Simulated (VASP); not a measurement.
Given:

```
MoTe2
1.0
    1.60206    -2.77485     0.00000
    1.60206     2.77485     0.00000
    0.00000     0.00000    12.37269
Te Mo
4 2
Direct
  0.33333   0.66667   0.89761
  0.66667   0.33333   0.39761
  0.66667   0.33333   0.10239
  0.33333   0.66667   0.60239
  0.33333   0.66667   0.25000
  0.66667   0.33333   0.75000
```

These are LDA (Ceperley-Alder, Perdew-Zunger), VASP's LDA PAW potentials (set 64) (plane waves; VASP 6.6.1) values and carry that method's errors. Numerical set-up: 500 eV cut-off, 11×11×3 Γ-centred mesh, first-order Methfessel-Paxton smearing of 0.10 eV, potentials Te Mo_sv.

Energy and stress use the plane-wave basis of the starting cell.

**Question.** The ions, cell shape and volume at an external pressure of 45.0 GPa are relaxed. Predict the relaxed structure.

**Answer.** 
```
MoTe2
1.0
    1.56390    -2.70873     0.00000
    1.56390     2.70873     0.00000
    0.00000     0.00000    12.17959
Te Mo
4 2
Cartesian
  1.56390   0.90291  10.96301
  1.56390  -0.90291   4.87321
  1.56390  -0.90291   1.21658
  1.56390   0.90291   7.30638
  1.56390   0.90291   3.04490
  1.56390  -0.90291   9.13469
```
Space group P6_3/mmc (194), at a tolerance of 0.03 Å.

**Question.** How do energy and volume change from the first to the last step?

**Answer.** The energy (σ→0) changes by +263.1 meV/atom and the volume by -6.2 %, in 12 ionic steps.

The compound is MoTe2 in the 2H layered structure. This run relaxes it under an external pressure of 45 GPa. Symmetry was kept, so distortions that lower it aren't found.
